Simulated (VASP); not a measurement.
Consider the following.

```yaml
crystal:
  lattice:
    - [0.00000, 2.80700, 2.80700]
    - [2.80700, 0.00000, 2.80700]
    - [2.80700, 2.80700, 0.00000]
  atoms:
    - { symbol: Ba, position: [0.00000, 0.00000, 0.00000] }
    - { symbol: O, position: [0.50000, 0.50000, 0.50000] }
```

The numbers are results of PBE GGA, VASP's PBE PAW potentials (set 64) (plane waves; VASP), not measurements. Numerical set-up: 520 eV cut-off, 9×9×9 Γ-centred mesh, tetrahedra with Blöchl corrections, potentials Ba_sv O.

Q: Estimate the energy per atom (σ→0).

A: 
The energy per atom (σ→0) is -5.905 eV/atom.

Only differences to runs with the same potentials and settings are physical.

The compound is BaO in the rock salt structure. It was relaxed first.
